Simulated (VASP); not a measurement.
```
CELL_PARAMETERS angstrom
      1.58304    -2.74191     0.00000
      1.58304     2.74191     0.00000
      0.00000     0.00000     3.55639
ATOMIC_POSITIONS crystal
  Zr 0.00000 0.00000 0.00000
  B  0.33333 0.66667 0.50000
  B  0.66667 0.33333 0.50000
```

Computed with r2SCAN meta-GGA, VASP's PBE PAW potentials (set 64) (plane waves; VASP 6.6.1). Run with 600 eV cut-off, 10×10×8 Γ-centred mesh, first-order Methfessel-Paxton smearing of 0.10 eV, potentials Zr_sv B.

Energy and stress use the plane-wave basis of the starting cell.

Q: The ions, cell shape and volume at an external pressure of 5.0 GPa are relaxed. Give the cell that the relaxation ends in.

A: 
```
CELL_PARAMETERS angstrom
      1.57318    -2.72483     0.00000
      1.57318     2.72483     0.00000
      0.00000     0.00000     3.52894
ATOMIC_POSITIONS crystal
  Zr 0.00000 0.00000 0.00000
  B  0.33333 0.66667 0.50000
  B  0.66667 0.33333 0.50000
```
Space group P6/mmm (191), at a tolerance of 0.03 Å.

Q: How do energy and volume change from the first to the last step?

A: The energy (σ→0) changes by +3.2 meV/atom and the volume by -2.0 %, in 5 ionic steps.

The compound is ZrB2 in the AlB2 type structure. This run relaxes it under an external pressure of 5 GPa. Symmetry was kept, so distortions that lower it aren't found.
